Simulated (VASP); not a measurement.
```
AgInTe2
1.0
    4.46942     0.00000     0.00000
    0.00000     4.46942     0.00000
    0.00000     0.00000     6.38186
In Ag Te
1 1 2
Direct
  0.50000   0.50000   0.50000
  0.00000   0.00000   0.00000
  0.00000   0.50000   0.23730
  0.50000   0.00000   0.76270
```

Level of theory: LDA (Ceperley-Alder, Perdew-Zunger) with spin-orbit coupling, VASP's LDA PAW potentials (set 64) (plane waves; VASP 6.6.1). Numerical set-up: 400 eV cut-off, 6×6×5 Γ-centred mesh, Gaussian smearing of 0.050 eV, potentials In_d Ag Te.

Q: Predict the energy per atom (σ→0), band gap (over mesh and band path) with the smallest direct gap where there is one.

A: 
```yaml
band gap (over mesh and band path): none (metal, semimetal or under 0.01 eV)
energy per atom (σ→0): -3.923 eV/atom
```

Total energies compare only between runs with the same potentials, cut-off and functional.

The structure comes from a computed database's InAgTe2 entry (P-4m2); how it stands against other phases isn't given here. It was relaxed first, which changed the volume by -6 %.
